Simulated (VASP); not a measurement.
# ZrTiN2: equation of state with PBEsol

Crystal: ZrTiN2.

```
CELL_PARAMETERS angstrom
1.57391 0.90870 5.11815
-1.57391 0.90870 5.11815
0.00000 -1.81740 5.11815
ATOMIC_POSITIONS crystal
Zr 0.50000 0.50000 0.50000
Ti 0.00000 0.00000 0.00000
N 0.25633 0.25633 0.25633
N 0.74367 0.74367 0.74367
```

The cell comes from a database or a generator and needn't be the stable form of this composition.

- Program: VASP 6.6.1
- Task: equation of state
- Functional: PBEsol
- Potentials or basis: VASP PAW PBE potentials, release 64 (Zr_sv, Ti_sv, N)
- Cutoff: 520 eV
- k mesh: 10 × 10 × 10
- Occupations: fermi-dirac, width 0.05 eV
- Spin: no spin polarisation

* Equilibrium volume: 10.57 Å³/atom
* Bulk modulus at fixed shape and positions: 279 GPa
* Pressure derivative of the bulk modulus: 4.3

Energy against volume, from the lowest point:
| volume (Å³/atom) | energy (meV/atom) |
| --- | --- |
| 10.321 | 5.24 |
| 10.541 | 0.00 |
| 10.760 | 2.82 |
| 10.980 | 12.88 |
| 11.200 | 29.41 |
| 11.419 | 51.74 |
| 11.639 | 79.28 |

All runs of the series together: 17 min on 1 thread of Intel(R) Xeon(R) 6975P-C (Granite Rapids), with other jobs on the host.

Caveat: the cell was scaled at fixed shape and fractional positions, which overstates the stiffness of a crystal with free parameters, most of all of layers and chains; the PAW data sets were made with another functional, which shifts forces and pressure a little.
